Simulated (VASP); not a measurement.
Level of theory: LDA (Ceperley-Alder, Perdew-Zunger), VASP's LDA PAW potentials (set 64) (plane waves; VASP).

VASP input:

**INCAR**
```
SYSTEM = CuGaSe2
PREC = Accurate
ENCUT = 400
EDIFF = 1E-7
NELM = 100
ALGO = Normal
LREAL = .FALSE.
LASPH = .TRUE.
ISMEAR = 0
SIGMA = 0.05
LMAXMIX = 4
LWAVE = .FALSE.
LCHARG = .FALSE.
LORBIT = 11
ICHARG = 11
```

### KPOINTS
```
k-points along high-symmetry lines
10
Line-mode
Reciprocal
  0.000000   0.000000   0.000000 ! GAMMA
  0.000000  -0.000000   0.500000 ! X

  0.000000  -0.000000   0.500000 ! X
  0.250000   0.250000   0.250000 ! P

  0.250000   0.250000   0.250000 ! P
 -0.000000   0.500000   0.000000 ! N

 -0.000000   0.500000   0.000000 ! N
  0.000000   0.000000   0.000000 ! GAMMA

  0.000000   0.000000   0.000000 ! GAMMA
  0.500000   0.500000  -0.500000 ! M

  0.500000   0.500000  -0.500000 ! M
  0.314789   0.685211  -0.314789 ! S

 -0.314789   0.314789   0.314789 ! S_0
  0.000000   0.000000   0.000000 ! GAMMA

  0.000000  -0.000000   0.500000 ! X
 -0.129578   0.129578   0.500000 ! R

  0.500000   0.500000  -0.129578 ! G
  0.500000   0.500000  -0.500000 ! M
```

### POSCAR
```
CuGaSe2
6.720370
 -0.4105518503   0.4105518503   0.8141832618
  0.4105518503  -0.4105518503   0.8141832618
  0.4105518503   0.4105518503  -0.8141832618
Ga Cu Se
2 2 4
Cart
  0.0000000000   0.0000000000   0.8141832618
  0.4105518503   0.0000000000   0.4070916309
  0.0000000000   0.0000000000   0.0000000000
 -0.0000000000   0.4105518503   0.4070916309
  0.2124043454   0.2052759252   1.0177290772
  0.6158277755   0.1981475049  -0.2035458154
  0.1981475049   0.2052759252   0.2035458154
 -0.2052759252   0.2124043454   0.6106374463
```

POTCAR, in this order: Ga_d Cu Se (LDA.64 set). Program: vasp_std. Read from the step before: CHGCAR.

The run wrote:

### OSZICAR
```
       N       E                     dE             d eps       ncg     rms          rms(c)
DAV:   1     0.648814244196E+03    0.64881E+03   -0.27500E+04  7859   0.194E+03
DAV:   2     0.780798552710E+02   -0.57073E+03   -0.55621E+03  7972   0.516E+02
DAV:   3    -0.281068062216E+02   -0.10619E+03   -0.10268E+03  9170   0.198E+02
DAV:   4    -0.357762933182E+02   -0.76695E+01   -0.75907E+01 10501   0.517E+01
DAV:   5    -0.360330728477E+02   -0.25678E+00   -0.25623E+00 10773   0.102E+01
DAV:   6    -0.360401585840E+02   -0.70857E-02   -0.70823E-02 11332   0.170E+00
DAV:   7    -0.360403675593E+02   -0.20898E-03   -0.20893E-03 11162   0.265E-01
DAV:   8    -0.360403730877E+02   -0.55284E-05   -0.55278E-05 11356   0.403E-02
DAV:   9    -0.360403732531E+02   -0.16543E-06   -0.16554E-06 10040   0.666E-03
DAV:  10    -0.360403732577E+02   -0.45793E-08   -0.45118E-08  6856   0.134E-03
   1 F= -.36040373E+02 E0= -.36040360E+02  d E =-.259038E-04
```

### OUTCAR
```
 val. band max:        4.3774294436   @ k =   0.0000   0.0000   0.0000

 cond. band min:       4.5914263335   @ k =   0.0000   0.0000   0.0000



 k-point     1 :       0.0000    0.0000    0.0000
  band No.  band energies     occupation
      1     -11.3399      2.00000
      2     -11.3376      2.00000
      3     -11.3376      2.00000
      4     -11.1779      2.00000
      5     -11.1621      2.00000
      6     -11.1621      2.00000
      7     -11.1162      2.00000
      8     -11.1117      2.00000
      9     -11.1066      2.00000
     10     -11.0947      2.00000
     11     -10.4925      2.00000
     12      -8.7500      2.00000
     13      -8.7500      2.00000
     14      -8.7459      2.00000
     15      -3.4827      2.00000
     16      -2.2236      2.00000
     17      -0.9642      2.00000
     18      -0.5370      2.00000
     19      -0.4801      2.00000
     20      -0.0090      2.00000
     21      -0.0090      2.00000
     22       0.5680      2.00000
     23       0.5680      2.00000
     24       0.8190      2.00000
     25       0.8190      2.00000
     26       0.8849      2.00000
     27       1.8540      2.00000
     28       1.8983      2.00000
     29       2.0001      2.00000
     30       2.3489      2.00000
     31       2.3905      2.00000
     32       2.3905      2.00000
     33       2.4922      2.00000
     34       4.2810      2.00000
     35       4.2810      2.00000
     36       4.3774      1.99754
     37       4.5914      0.00249
     38       6.0938      0.00000
     39       6.4567      0.00000
     40       8.2833      0.00000
     41       8.2860      0.00000
     42       8.6097      0.00000
     43       9.1450      0.00000

 k-point     2 :       0.0000    0.0000    0.0556
  band No.  band energies     occupation
      1     -11.3406      2.00000
      2     -11.3389      2.00000
      3     -11.3366      2.00000
      4     -11.1779      2.00000
      5     -11.1649      2.00000
      6     -11.1624      2.00000
...
```

The density is held fixed in this step, so its total energy and stress have no physical meaning.

The compound is CuGaSe2 in the chalcopyrite structure. It was relaxed first.
